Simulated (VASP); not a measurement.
Method: PBEsol GGA, VASP's PBE PAW potentials (set 64) (plane waves; VASP).

Input for VASP

### KPOINTS
```
K-points
0
gamma
6 6 6
0 0 0
```

INCAR:
```
SYSTEM = BaTiO3
PREC = Accurate
ENCUT = 520
EDIFF = 1E-7
NELM = 100
ALGO = Normal
LREAL = .FALSE.
LASPH = .TRUE.
ISMEAR = -5
GGA = PS
LMAXMIX = 4
LWAVE = .FALSE.
LCHARG = .TRUE.
LORBIT = 11
NEDOS = 601
ISIF = 2
LEFG = .TRUE.
```

### POSCAR
```
BaTiO3
1.0
  2.8295442084   1.6336380991   2.3201680674
 -2.8295442084   1.6336380991   2.3201680674
  0.0000000000  -3.2672761983   2.3201680674
Ba Ti O
1 1 3
Cart
  0.0000000000  -0.0000000001   6.9522779797
 -0.0000000000  -0.0000000000   3.3865559522
 -0.0000000000   1.6096431992   2.4105222757
 -1.3939919112  -0.8048215996   2.4105222757
  1.3939919112  -0.8048215996   2.4105222757
```

POTCAR, in this order: Ba_sv Ti_sv O (PBE.64 set). Program: vasp_std.

The run wrote:

**OSZICAR**
```
       N       E                     dE             d eps       ncg     rms          rms(c)
DAV:   1     0.458273341586E+03    0.45827E+03   -0.21367E+04  1536   0.181E+03
DAV:   2    -0.243073398557E+01   -0.46070E+03   -0.45250E+03  1904   0.489E+02
DAV:   3    -0.499002976814E+02   -0.47470E+02   -0.47360E+02  2256   0.150E+02
DAV:   4    -0.519258695854E+02   -0.20256E+01   -0.20245E+01  2240   0.283E+01
DAV:   5    -0.519926057118E+02   -0.66736E-01   -0.66732E-01  2120   0.376E+00    0.240E+01
DAV:   6    -0.422034213694E+02    0.97892E+01   -0.69663E+01  2464   0.779E+01    0.103E+01
DAV:   7    -0.421729538995E+02    0.30467E-01   -0.11755E+01  1992   0.255E+01    0.698E+00
DAV:   8    -0.420082585443E+02    0.16470E+00   -0.13262E+00  2032   0.115E+01    0.240E+00
DAV:   9    -0.420188678219E+02   -0.10609E-01   -0.19809E-01  1904   0.320E+00    0.104E+00
DAV:  10    -0.420109775005E+02    0.78903E-02   -0.85630E-02  2104   0.272E+00    0.459E-01
DAV:  11    -0.420090410894E+02    0.19364E-02   -0.18133E-02  2296   0.972E-01    0.120E-01
DAV:  12    -0.420089040115E+02    0.13708E-03   -0.33178E-03  1968   0.546E-01    0.770E-02
DAV:  13    -0.420088478665E+02    0.56145E-04   -0.23945E-04  2024   0.117E-01    0.202E-02
DAV:  14    -0.420088472796E+02    0.58691E-06   -0.26470E-05  1992   0.330E-02    0.179E-02
DAV:  15    -0.420088466377E+02    0.64194E-06   -0.19826E-06  2032   0.122E-02    0.114E-02
DAV:  16    -0.420088453627E+02    0.12750E-05   -0.51398E-06  2256   0.172E-02    0.233E-03
DAV:  17    -0.420088453527E+02    0.10025E-07   -0.18516E-07  1352   0.330E-03
   1 F= -.42008845E+02 E0= -.42008845E+02  d E =0.000000E+00
```

OUTCAR:
```
------------------------ aborting loop because EDIFF is reached ----------------------------------------
  FORCE on cell =-STRESS in cart. coord.  units (eV):
  Direction    XX          YY          ZZ          XY          YZ          ZX
  --------------------------------------------------------------------------------------
  Total       -0.0325841     -0.0325841     -0.0607195      0.0000000      0.0000000      0.0000000
  in kB       -0.8112843     -0.8112843     -1.5118060      0.0000000      0.0000000      0.0000000
  external PRESSURE =      -1.0447915 kB  Pullay stress =       0.0000000 kB
  volume of cell :       64.35
      direct lattice vectors                 reciprocal lattice vectors
     2.829544208  1.633638099  2.320168067     0.176706905  0.102021780  0.143667753
    -2.829544208  1.633638099  2.320168067    -0.176706905  0.102021780  0.143667753
     0.000000000 -3.267276198  2.320168067     0.000000000 -0.204043560  0.143667753
 POSITION                                       TOTAL-FORCE (eV/Angst)
 -----------------------------------------------------------------------------------
      0.00000     -0.00000      6.95228        -0.000000      0.000000     -0.001328
      0.00000     -0.00000      3.38656        -0.000000     -0.000000      0.006226
      0.00000      1.60964      2.41052        -0.000000     -0.002628     -0.001632
     -1.39399     -0.80482      2.41052         0.002276      0.001314     -0.001632
      1.39399     -0.80482      2.41052        -0.002276      0.001314     -0.001632
 -----------------------------------------------------------------------------------
    total drift:                                0.000000     -0.000000      0.000337
  FREE ENERGIE OF THE ION-ELECTRON SYSTEM (eV)
  ---------------------------------------------------
  free  energy   TOTEN  =       -42.0088453527 eV

  energy  without entropy=      -42.0088453527  energy(sigma->0) =      -42.00884535

 total charge

# of ion       s       p       d       tot
------------------------------------------
    1        2.003   5.633   0.335   7.971
    2        2.224   6.282   1.790  10.297
    3        1.561   3.450   0.000   5.011
    4        1.561   3.450   0.000   5.011
    5        1.561   3.450   0.000   5.011
--------------------------------------------------
tot          8.909  22.266   2.126  33.301
```
(Selected blocks of OUTCAR.)

The structure comes from a measured BaTiO3 entry (R3m) of the Crystallography Open Database, whose conditions weren't checked. It was relaxed first.
